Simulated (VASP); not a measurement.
VASP input:

### INCAR
```
SYSTEM = CuZn
PREC = Accurate
ENCUT = 520
EDIFF = 1E-7
NELM = 100
ALGO = Normal
LREAL = .FALSE.
LASPH = .TRUE.
ISMEAR = 1
SIGMA = 0.1
GGA = PE
IVDW = 13
LMAXMIX = 4
LWAVE = .FALSE.
LCHARG = .FALSE.
ISIF = 2
```

KPOINTS:
```
kpoints
0
gamma
 12 12 12
0 0 0
```

POSCAR:
```
CuZn
1
    2.8640462852     0.0000000000     0.0000000000
    0.0000000000     2.8640462852     0.0000000000
    0.0000000000     0.0000000000     2.8640462852
Zn Cu
1 1
Direct
  0.5000000000   0.5000000000   0.5000000000
  0.0000000000   0.0000000000   0.0000000000
```

POTCAR, in this order: Zn Cu (PBE.64 set). Program: vasp_std.

Question: Translate this PBE-D4 calculation to Ansatz.

Answer: One equivalent input (not run):
Ansatz 0.2 input:
```yaml
crystal:
  lattice:
    - [2.8640463, 0.0000000, 0.0000000]
    - [0.0000000, 2.8640463, 0.0000000]
    - [0.0000000, 0.0000000, 2.8640463]
  atoms:
    - { symbol: Zn, position: [0.5000000, 0.5000000, 0.5000000] }
    - { symbol: Cu, position: [0.0000000, 0.0000000, 0.0000000] }
kpoints:
  mp_grid: { grid: [12, 12, 12] }
hamiltonian:
  xc: pbe
  dispersion: d4
  pseudopotentials: { kind: paw }
scf:
  occupations: { method: methfessel_paxton, width: 0.1 }
  max_iter: 100
output: { forces: true, stress: true, eigenvalues: true }
```
The two are equivalent in intent, not identical: each code has its own PAW files, so the cut-off isn't converted (ENCUT is set for VASP's; basis.ecutwfc is left out, and Ansatz then takes the one that its files recommend); Ansatz stops its SCF on the density residual and VASP on the energy change (EDIFF).

The compound is CuZn in the CsCl type structure. This cell is one point of a volume scan, at 0.94 of the reference volume.
